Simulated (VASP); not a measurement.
Output of a VASP run:

**OSZICAR**
```
       N       E                     dE             d eps       ncg     rms          rms(c)
DAV:   1     0.157212508188E+03    0.15721E+03   -0.98240E+03   560   0.150E+03
DAV:   2     0.546954044938E+01   -0.15174E+03   -0.14832E+03   578   0.357E+02
DAV:   3    -0.827439643447E+01   -0.13744E+02   -0.13402E+02   752   0.109E+02
DAV:   4    -0.862207575201E+01   -0.34768E+00   -0.34746E+00   596   0.203E+01
DAV:   5    -0.863627457989E+01   -0.14199E-01   -0.14199E-01   838   0.410E+00    0.501E+00
DAV:   6    -0.814363667432E+01    0.49264E+00   -0.14790E+00   828   0.949E+00    0.366E+00
DAV:   7    -0.814673296622E+01   -0.30963E-02   -0.16581E-01   602   0.238E+00    0.208E+00
DAV:   8    -0.815367706529E+01   -0.69441E-02   -0.20047E-02   596   0.181E+00    0.265E-01
DAV:   9    -0.815341418312E+01    0.26288E-03   -0.37605E-03   870   0.661E-01    0.922E-02
DAV:  10    -0.815372390998E+01   -0.30973E-03   -0.57647E-04   602   0.158E-01    0.587E-02
DAV:  11    -0.815375625425E+01   -0.32344E-04   -0.15994E-04   688   0.148E-01    0.255E-02
DAV:  12    -0.815375900575E+01   -0.27515E-05   -0.99099E-06   710   0.284E-02    0.289E-03
DAV:  13    -0.815375931513E+01   -0.30937E-06   -0.21587E-07   430   0.616E-03
   1 F= -.81537593E+01 E0= -.81537593E+01  d E =-.815376E+01
       N       E                     dE             d eps       ncg     rms          rms(c)
DAV:   1    -0.920065799812E+01   -0.10469E+01   -0.35507E+01   692   0.118E+02    0.570E+00
DAV:   2    -0.833757924441E+01    0.86308E+00   -0.18666E+00   680   0.237E+01    0.214E+00
DAV:   3    -0.818076847126E+01    0.15681E+00   -0.65701E-01   692   0.141E+01    0.484E-01
DAV:   4    -0.818173023422E+01   -0.96176E-03   -0.15611E-02   560   0.115E+00    0.303E-01
DAV:   5    -0.818185471900E+01   -0.12448E-03   -0.23000E-03   696   0.531E-01    0.113E-01
DAV:   6    -0.818185955398E+01   -0.48350E-05   -0.21678E-04   676   0.219E-01    0.203E-02
DAV:   7    -0.818186472034E+01   -0.51664E-05   -0.33577E-05   602   0.802E-02    0.755E-03
DAV:   8    -0.818186955881E+01   -0.48385E-05   -0.39743E-06   644   0.238E-02    0.292E-03
DAV:   9    -0.818186953352E+01    0.25289E-07   -0.10386E-06   498   0.107E-02
   2 F= -.81818695E+01 E0= -.81818695E+01  d E =-.281102E-01
       N       E                     dE             d eps       ncg     rms          rms(c)
DAV:   1    -0.824016003055E+01   -0.58290E-01   -0.17586E+00   686   0.235E+01    0.138E+00
DAV:   2    -0.819188346798E+01    0.48277E-01   -0.10081E-01   680   0.570E+00    0.486E-01
DAV:   3    -0.818420855720E+01    0.76749E-02   -0.33087E-02   686   0.319E+00    0.150E-01
DAV:   4    -0.818429877453E+01   -0.90217E-04   -0.72257E-04   568   0.248E-01    0.883E-02
DAV:   5    -0.818434388754E+01   -0.45113E-04   -0.14604E-04   714   0.159E-01    0.317E-02
DAV:   6    -0.818434966603E+01   -0.57785E-05   -0.20318E-05   698   0.622E-02    0.498E-03
DAV:   7    -0.818434715609E+01    0.25099E-05   -0.15298E-06   520   0.156E-02    0.188E-03
DAV:   8    -0.818434631157E+01    0.84452E-06   -0.29329E-07   316   0.720E-03
   3 F= -.81843463E+01 E0= -.81843463E+01  d E =-.305870E-01
```

File OUTCAR:
```
------------------------ aborting loop because EDIFF is reached ----------------------------------------
  FORCE on cell =-STRESS in cart. coord.  units (eV):
  Direction    XX          YY          ZZ          XY          YZ          ZX
  --------------------------------------------------------------------------------------
  Total        0.0027893      0.0027893      0.0027893      0.0000000      0.0000000      0.0000000
  in kB        0.0804312      0.0804312      0.0804312      0.0000000      0.0000000      0.0000000
  external PRESSURE =       0.0804312 kB  Pullay stress =       0.0000000 kB
  volume of cell :       55.56
      direct lattice vectors                 reciprocal lattice vectors
     0.000000000  3.028662972  3.028662972    -0.165089350  0.165089350  0.165089350
     3.028662972  0.000000000  3.028662972     0.165089350 -0.165089350  0.165089350
     3.028662972  3.028662972  0.000000000     0.165089350  0.165089350 -0.165089350
  FREE ENERGIE OF THE ION-ELECTRON SYSTEM (eV)
  ---------------------------------------------------
  free  energy   TOTEN  =        -8.1843463116 eV

  energy  without entropy=       -8.1843463116  energy(sigma->0) =       -8.18434631

 reached required accuracy - stopping structural energy minimisation
```
(Selected blocks of OUTCAR.)

POSCAR:
```
PbS
1
    0.0000000000     2.9700000000     2.9700000000
    2.9700000000     0.0000000000     2.9700000000
    2.9700000000     2.9700000000     0.0000000000
Pb S
1 1
Direct
  0.0000000000   0.0000000000   0.0000000000
  0.5000000000   0.5000000000   0.5000000000
```

Write an INCAR and KPOINTS that could have produced this output.

This is not unique; one that fits is the input of the run itself, revPBE GGA, plane waves, VASP's PBE PAW potentials (set 64).

KPOINTS:
```
kpoints
0
Gamma
  7 7 7
```

**INCAR**
```
ALGO = Normal
EDIFF = 1E-6
EDIFFG = -0.01
ENCUT = 520
GGA = RE
IBRION = 2
ISIF = 3
ISMEAR = 0
LASPH = .TRUE.
LCHARG = .FALSE.
LMAXMIX = 4
LREAL = .FALSE.
LWAVE = .FALSE.
NELM = 100
NSW = 60
PREC = Accurate
SIGMA = 0.05
SYSTEM = PbS
```

POTCAR, in this order: Pb_d S (PBE.64 set). Program: vasp_std.

Energy and stress use the plane-wave basis of the starting cell.

The compound is PbS in the rock salt structure. This run relaxes it. Symmetry was kept, so distortions that lower it aren't found.
